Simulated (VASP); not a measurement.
```xyz
6
Lattice="4.8040 0.0000 0.0000 0.0000 5.7810 0.0000 0.0000 0.0000 3.5817" Properties=species:S:1:pos:R:3 pbc="T T T"
Fe     0.0000     0.0000     0.0000
Fe     2.4020     2.8905     1.7909
Se     1.0257     2.1343     0.0000
Se     3.7783     3.6467     0.0000
Se     3.4277     0.7562     1.7909
Se     1.3763     5.0248     1.7909
```
Starting moments (μB, in the order of the record's atoms Fe Fe Se Se Se Se): 4.0 4.0 0.0 0.0 0.0 0.0.

Calculation: PBEsol GGA, VASP's PBE PAW potentials (set 64) (plane waves; VASP). Settings: 300 eV cut-off, 3×2×3 Γ-centred mesh, Gaussian smearing of 0.10 eV, potentials Fe Se.

At this cut-off the stress carries a Pulay error, which pulls relaxed volumes low. The moments were started parallel, and other spin orders were not tried in this run.

Task: What does the run give for the cell moment, energy per atom (σ→0), pressure, largest force?

Result: 
```json
{
  "cell_moment": "0.00 μB",
  "energy per atom (σ→0)": "-5.991 eV/atom",
  "pressure": "-5.20 GPa",
  "largest_force": "0.325 eV/Å"
}
```

The absolute energy has meaning only against runs of the same code, potentials and settings.

The structure comes from a measured FeSe2 entry of the Crystallography Open Database, whose conditions weren't checked. The cell was not relaxed at this level. The k-mesh is coarse (spacing up to 0.58 per Å, 2π included), so the numbers may not be converged in it.
